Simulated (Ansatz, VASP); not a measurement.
# MoRu15 (random alloy of the hcp Ru-Mo line, x = 0.0625) in two plane-wave programs, part 2 of 2

One calculation is typed for both programs; each brings its own data sets. How far apart do they land? Of the first pair: The structure shown is the start of the Ansatz relaxation below; VASP solves that cell, so the two are compared at the walk's first step.

VASP 6.6.1 and Ansatz 0.2.0.

So far. Step 3 (VASP: single point, PBE, start cell, pair 1): The run ends at a pressure of 1.99 GPa, with forces up to 1.1 eV/Å.

## 4. Side by side

Known differences besides the potentials themselves: the data sets hold 1016 valence electrons in Ansatz (on its default PAW (the set named soft_2) files) and 896 in VASP; the cutoff is 420 eV in Ansatz and 400 eV in VASP (PREC = Accurate, projectors in real space). Total energies have different zeros and are not compared.

Forces on 9 of the 64 atoms, those with the largest forces and the largest differences (eV/Å; atoms numbered as in POSCAR):

```
atom         Ansatz x, y, z           VASP x, y, z
 Ru5   0.175, -0.399, 0.722   0.170, -0.403, 0.728
Ru16  0.355, -0.262, -0.544  0.362, -0.273, -0.548
Ru19  0.384, -0.105, -0.613  0.393, -0.110, -0.623
Ru25    0.530, 0.974, 0.240    0.531, 0.983, 0.250
Ru27   0.579, 0.331, -0.370   0.582, 0.335, -0.380
Ru42  -0.444, 0.864, -0.367  -0.441, 0.874, -0.370
Ru51   0.168, 0.773, -0.350   0.168, 0.774, -0.353
Ru57   -0.697, 0.733, 0.178   -0.697, 0.734, 0.180
Ru58  -0.338, -0.830, 0.088  -0.340, -0.831, 0.090
```

The forces differ by 4.4 meV/Å r.m.s., which is 1.4 % of the r.m.s. force of 0.302 eV/Å (both taken over all components).

## 5. Ansatz: relaxation, PBE

This run makes the geometry at which the two programs are then compared. The cell compared in this pair holds 889.24 Å³, against 881.49 Å³ for the pair before.

The structure compared here is the end of the Ansatz relaxation.

Input file input.yaml:

```yaml
crystal:
  lattice:
    - [10.8789, 0.0, 0.0]
    - [-5.43945, 9.4214, 0.0]
    - [0.0, 0.0, 8.60032]
  atoms:
    - { symbol: Mo, position: [0.00234, 0.9987, 0.99877] }
    - { symbol: Ru, position: [0.08228, 0.1685, 0.24465] }
    - { symbol: Ru, position: [0.0024, 0.99838, 0.50074] }
    - { symbol: Ru, position: [0.08443, 0.16977, 0.74521] }
    - { symbol: Ru, position: [0.999, 0.24918, 0.00264] }
    - { symbol: Ru, position: [0.08113, 0.4163, 0.24796] }
    - { symbol: Ru, position: [0.0007, 0.25124, 0.49744] }
    - { symbol: Ru, position: [0.08639, 0.41858, 0.75117] }
    - { symbol: Ru, position: [0.00093, 0.49855, 0.99971] }
    - { symbol: Ru, position: [0.08133, 0.6661, 0.25123] }
    - { symbol: Ru, position: [0.99831, 0.49916, 0.4984] }
    - { symbol: Ru, position: [0.08107, 0.66524, 0.74997] }
    - { symbol: Ru, position: [0.99819, 0.7505, 0.00386] }
    - { symbol: Ru, position: [0.08449, 0.91626, 0.24794] }
    - { symbol: Ru, position: [0.00042, 0.75359, 0.50012] }
    - { symbol: Ru, position: [0.08236, 0.91707, 0.75488] }
    - { symbol: Ru, position: [0.25088, 0.00131, 0.0007] }
    - { symbol: Ru, position: [0.33147, 0.16424, 0.24919] }
    - { symbol: Ru, position: [0.25024, 0.00125, 0.50195] }
    - { symbol: Ru, position: [0.33535, 0.16727, 0.75206] }
    - { symbol: Ru, position: [0.24994, 0.25266, 0.00119] }
    - { symbol: Mo, position: [0.3333, 0.4177, 0.24982] }
    - { symbol: Mo, position: [0.25369, 0.25323, 0.50508] }
    - { symbol: Ru, position: [0.32923, 0.4136, 0.74883] }
    - { symbol: Ru, position: [0.25122, 0.50186, 0.00073] }
    - { symbol: Ru, position: [0.32929, 0.66602, 0.25193] }
    - { symbol: Ru, position: [0.25123, 0.50162, 0.49948] }
    - { symbol: Ru, position: [0.33316, 0.66706, 0.75095] }
    - { symbol: Ru, position: [0.25049, 0.75025, 0.99844] }
    - { symbol: Ru, position: [0.33416, 0.91693, 0.25263] }
    - { symbol: Mo, position: [0.2524, 0.75039, 0.49913] }
    - { symbol: Ru, position: [0.33261, 0.91757, 0.75018] }
    - { symbol: Ru, position: [0.49941, 9.0e-05, 0.99856] }
    - { symbol: Ru, position: [0.58414, 0.16572, 0.25285] }
    - { symbol: Ru, position: [0.50137, 0.00126, 0.49745] }
    - { symbol: Ru, position: [0.58443, 0.16824, 0.74778] }
    - { symbol: Ru, position: [0.49955, 0.25007, 0.99681] }
    - { symbol: Ru, position: [0.58481, 0.41846, 0.248] }
    - { symbol: Ru, position: [0.49925, 0.24721, 0.49991] }
    - { symbol: Ru, position: [0.58155, 0.41905, 0.75095] }
    - { symbol: Ru, position: [0.49913, 0.49835, 0.00296] }
    - { symbol: Ru, position: [0.58498, 0.66272, 0.25287] }
    - { symbol: Ru, position: [0.50335, 0.50072, 0.49721] }
    - { symbol: Ru, position: [0.58473, 0.66628, 0.7486] }
    - { symbol: Ru, position: [0.49832, 0.75117, 0.00184] }
    - { symbol: Ru, position: [0.58274, 0.91777, 0.24734] }
    - { symbol: Ru, position: [0.50152, 0.7501, 0.49957] }
    - { symbol: Ru, position: [0.58407, 0.91851, 0.75175] }
    - { symbol: Ru, position: [0.75112, 0.00029, 0.00018] }
    - { symbol: Ru, position: [0.83472, 0.16716, 0.25159] }
    - { symbol: Ru, position: [0.74685, 0.99483, 0.50242] }
    - { symbol: Ru, position: [0.83782, 0.1676, 0.74977] }
    - { symbol: Ru, position: [0.74962, 0.24975, 4.0e-05] }
    - { symbol: Ru, position: [0.83072, 0.41557, 0.24768] }
    - { symbol: Ru, position: [0.75014, 0.24937, 0.50115] }
    - { symbol: Ru, position: [0.83406, 0.41876, 0.7505] }
    - { symbol: Ru, position: [0.75201, 0.49597, 0.9985] }
    - { symbol: Ru, position: [0.83767, 0.67203, 0.24942] }
    - { symbol: Ru, position: [0.74984, 0.49952, 0.5031] }
    - { symbol: Ru, position: [0.83353, 0.66811, 0.74926] }
    - { symbol: Ru, position: [0.74799, 0.75067, 0.00117] }
    - { symbol: Ru, position: [0.83559, 0.91643, 0.24856] }
    - { symbol: Ru, position: [0.75129, 0.75051, 0.50065] }
    - { symbol: Ru, position: [0.83443, 0.91913, 0.75086] }
kpoints:
  mp_grid: { grid: [2, 2, 2] }
hamiltonian:
  xc: pbe
scf:
  occupations: { method: fermi_dirac, width: 0.1 }
output:
  forces: true
relax:
  f_tol: 0.04
  max_steps: 150
  cell: {}
```

Launch:

```bash
ansatz run input.yaml --threads 6 --pin off --max-ram 102400MiB --backend cuda --events-out ev --progress --plain --runs-dir out
```

Numbers of over 12 decimals in the logs are rounded to 6 here.

Log:

```text
[...]
GPU FFT provider: cuFFT
GPU libraries: cuBLAS 13.8.2, cuFFT 12.4.0, cuSOLVER 12.3.4
Crystal: 64 atoms, lattice volume = 881.485 Å³
Basis set: ecut = 420 eV, 17237 PW (Γ), exchange–correlation on 150×150×120 points (8 copies of the dense FFT grid, shifted against one another)
Bands: 610, of which v1, the nominal top of the filled ones, is band 508 counted from 1 (507 counted from 0)
Symmetry: 1 space group operations
[...]
k-points: 8
[...]
GPU buffer pool allocated for 337500 grid points (all kernels)
[...]
- { symbol: Ru, position: [0.082842, 0.416234, 0.749853] }
    - { symbol: Ru, position: [0.000661969, 0.499300, 0.999885] }
[...]
- { symbol: Mo, position: [0.334617, 0.419037, 0.245949] }
    - { symbol: Mo, position: [0.250530, 0.248742, 0.504266] }
[...]
- { symbol: Mo, position: [0.250956, 0.750448, 0.500064] }
[...]
- { symbol: Ru, position: [0.749300, 0.748894, 5.134264709275926e-5] }
    - { symbol: Ru, position: [0.832928, 0.916445, 0.250794] }
    - { symbol: Ru, position: [0.749918, 0.749468, 0.500052] }
    - { symbol: Ru, position: [0.832618, 0.916427, 0.749527] }
```

## 6. VASP: single point, PBE, relaxed cell, pair 2

The same cell, functional, mesh and smearing now go to VASP, with its own data sets.

Input file INCAR:

```
SYSTEM = MoRu15
PREC = Accurate
ENCUT = 500
EDIFF = 1E-06
NELM = 120
ISMEAR = -1
SIGMA = 0.1
LREAL = Auto
ALGO = Normal
GGA = PE
NBANDS = 520
LASPH = .TRUE.
LORBIT = 11
LWAVE = .FALSE.
LCHARG = .FALSE.
ISIF = 2
GGA_COMPAT = .FALSE.
KPAR = 8
```

Input file POSCAR:

```
MoRu15
1.0
   10.9240320000     -0.0016600000     -0.0001660000
   -5.4634530000      9.4603010000     -0.0008190000
   -0.0001310000     -0.0008230000      8.6053580000
Mo Ru
4 60
Direct
    0.0000300000      0.9993300000      0.9998700000
    0.3346200000      0.4190400000      0.2459500000
    0.2505300000      0.2487400000      0.5042700000
    0.2509600000      0.7504500000      0.5000600000
    0.0820700000      0.1666300000      0.2505600000
    0.9992900000      0.9983200000      0.4999400000
    0.0822400000      0.1669300000      0.7503900000
    0.0001000000      0.2528000000      0.0002600000
    0.0822300000      0.4164900000      0.2505400000
    0.9985100000      0.2511200000      0.5000500000
    0.0828400000      0.4162300000      0.7498500000
    0.0006600000      0.4993000000      0.9998900000
    0.0828900000      0.6665000000      0.2492400000
    0.9996900000      0.4985400000      0.5001000000
    0.0826400000      0.6665800000      0.7507200000
    0.9997500000      0.7498700000      0.0002000000
    0.0844700000      0.9168200000      0.2505600000
    0.9985300000      0.7503600000      0.4997600000
    0.0840900000      0.9160300000      0.7495000000
    0.2506700000      0.0004200000      0.9998900000
    0.3342900000      0.1658000000      0.2492600000
    0.2499100000      0.0002300000      0.4998800000
    0.3348300000      0.1661200000      0.7504800000
    0.2514000000      0.2502100000      0.9990400000
    0.3341200000      0.4182200000      0.7504900000
    0.2480500000      0.4997600000      0.9997000000
    0.3346100000      0.6684400000      0.2488300000
    0.2483600000      0.4993600000      0.5010300000
    0.3346800000      0.6669500000      0.7512400000
    0.2502400000      0.7504400000      0.0000000000
    0.3336700000      0.9181200000      0.2494700000
    0.3339700000      0.9179200000      0.7507800000
    0.5009800000      0.9999400000      0.0002000000
    0.5833700000      0.1672600000      0.2498600000
    0.5016800000      0.0015400000      0.5000100000
    0.5834300000      0.1669300000      0.7505200000
    0.5007900000      0.2511400000      0.0001100000
    0.5844700000      0.4162400000      0.2504000000
    0.5012600000      0.2503700000      0.5000200000
    0.5835200000      0.4160700000      0.7500600000
    0.5021300000      0.5008800000      0.9996600000
    0.5847100000      0.6685100000      0.2502000000
    0.5021700000      0.5014300000      0.5008000000
    0.5837600000      0.6676000000      0.7503800000
    0.5015000000      0.7514300000      0.9999300000
    0.5832400000      0.9165900000      0.2504400000
    0.5009900000      0.7497000000      0.5000700000
    0.5833500000      0.9167600000      0.7498500000
    0.7489500000      0.0007600000      0.0003800000
    0.8343300000      0.1671600000      0.2501400000
    0.7500700000      0.0008700000      0.5001000000
    0.8340800000      0.1668700000      0.7501300000
    0.7505700000      0.2501300000      0.0002900000
    0.8341400000      0.4174700000      0.2500600000
    0.7502200000      0.2501500000      0.4999500000
    0.8337400000      0.4169300000      0.7501600000
    0.7501400000      0.5006300000      0.0001000000
    0.8336600000      0.6672800000      0.2501600000
    0.7500800000      0.5001700000      0.5001200000
    0.8341100000      0.6673800000      0.7499300000
    0.7493000000      0.7488900000      0.0000500000
    0.8329300000      0.9164500000      0.2507900000
    0.7499200000      0.7494700000      0.5000500000
    0.8326200000      0.9164300000      0.7495300000
```

Input file KPOINTS:

```
Automatic mesh
0
Gamma
2 2 2
0 0 0
```

Potentials, in the order of the species: Mo_sv and Ru_pv (PBE family, release 64).

Launch:

```bash
mpirun -np 8 vasp_std
```

Log:

```text
[banner, memory and clock lines left out]
running    8 mpi-ranks, on    1 nodes
[...]
[... a notice as in an earlier step ...]

 LDA part: xc-table for (Slater+PW92), standard interpolation
 POSCAR, INCAR and KPOINTS ok, starting setup
[...]
entering main loop
       N       E                     dE             d eps       ncg     rms          rms(c)
DAV:   1     0.123015642974E+05    0.12302E+05   -0.52018E+05  8488   0.187E+03
DAV:   2     0.172013791101E+02   -0.12284E+05   -0.11996E+05  8400   0.610E+02
DAV:   3    -0.605165435482E+03   -0.62237E+03   -0.57744E+03 10520   0.127E+02
DAV:   4    -0.642251782386E+03   -0.37086E+02   -0.35820E+02 10248   0.232E+01
[...]
DAV:  22    -0.599654524598E+03    0.55113E-05   -0.96178E-06  9104   0.105E-02    0.659E-03
DAV:  23    -0.599654523316E+03    0.12817E-05   -0.33515E-06  7360   0.489E-03    0.342E-03
DAV:  24    -0.599654522664E+03    0.65207E-06   -0.62077E-07  4864   0.278E-03
   1 F= -.59965452E+03 E0= -.59878399E+03  d E =-.174107E+01
```

OUTCAR, selected parts (step 6):

```text
  Total       -0.4437324     -0.4167541     -0.2666352      0.0345870      0.0062111      0.0050444
  in kB       -0.7994898     -0.7508820     -0.4804070      0.0623167      0.0111907      0.0090887
  external PRESSURE =      -0.6769263 kB  Pullay stress =       0.0000000 kB

 POSITION                                       TOTAL-FORCE (eV/Angst)
 -----------------------------------------------------------------------------------
     -5.45960      9.45314      8.60342         0.004268      0.012871      0.001448
      1.36596      3.96349      2.11609         0.003260      0.002841     -0.002002
      1.37775      2.35232      4.33918        -0.012821      0.002781      0.006781
     -1.35862      7.09865      4.30254        -0.007570     -0.004172      0.001590
     -0.01387      1.57603      2.15601        -0.002179      0.007007      0.002151
      5.46194      9.44234      4.30118         0.000043     -0.009446      0.002616
     -0.01372      1.57845      6.45722         0.003186      0.004394     -0.009795
     -1.38007      2.39156      0.00203        -0.004367      0.000841      0.001683
     -1.37722      3.93978      2.15563        -0.005210     -0.002309     -0.002476
      9.53571      2.37360      4.30274        -0.005366     -0.003511     -0.000177
     -1.36920      3.93691      6.45237        -0.002904      0.004332      0.002372
     -2.72082      4.72270      8.60400         0.000718     -0.006318     -0.001455
     -2.73593      6.30495      2.14424        -0.007375      0.000621     -0.005031
      8.19683      4.71427      4.30297        -0.002358     -0.008120      0.002364
[...]
-----------------------------------------------------------------------------------
    total drift:                                0.004199     -0.002436     -0.001091

  FREE ENERGIE OF THE ION-ELECTRON SYSTEM (eV)
  ---------------------------------------------------
  free  energy   TOTEN  =      -599.6545226640 eV

  energy  without entropy=     -597.9134502206  energy(sigma->0) =     -598.78398644

[... 1 further part left out ...]
```

The run ends at a pressure of -0.07 GPa, with forces up to 0.015 eV/Å.

## 7. Side by side

What differs besides the data sets and the points named for the pairs above, as far as they apply: the data sets hold 1016 valence electrons in Ansatz (on its default PAW (the set named soft_2) files) and 896 in VASP; the cutoff is 420 eV in Ansatz and 500 eV in VASP (PREC = Accurate, projectors in real space). Total energies have different zeros and are not compared.

The two programs side by side:

```
      quantity  Ansatz   VASP  difference
pressure (GPa)    0.00  -0.07       +0.06
```

At this near-relaxed geometry the largest component of a force difference is 9 meV/Å.

## 8. What came out

```json
{"r.m.s. force difference (single point, PBE, start cell, pair 1)": "1.4 % of the r.m.s. force", "difference in pressure (single point, PBE, relaxed cell, pair 2)": "0.063 GPa"}
```

In words: The r.m.s. force difference is 1.4 % of the r.m.s. force (single point, PBE, start cell, pair 1), within the 3 % picked in this series as the mark of a large difference. The data sets hold unlike numbers of valence electrons (1016 in Ansatz and 896 in VASP), so part of the differences comes from the potentials. How closely two codes agree says nothing of how well the functional describes the real material.

[Lines on the potential files, build, host, timing and source positions are cut from VASP's logs without a mark.]

[Logs are printed without paths, hosts, clocks, repeated set-up lines and the standing remarks that a program may print on its own settings, such as how far it seeks lower states.]

[Hosts, paths, dates, database ids (printed as entryN), source tags and the programs' standing remarks are cut or masked in the printed files.]
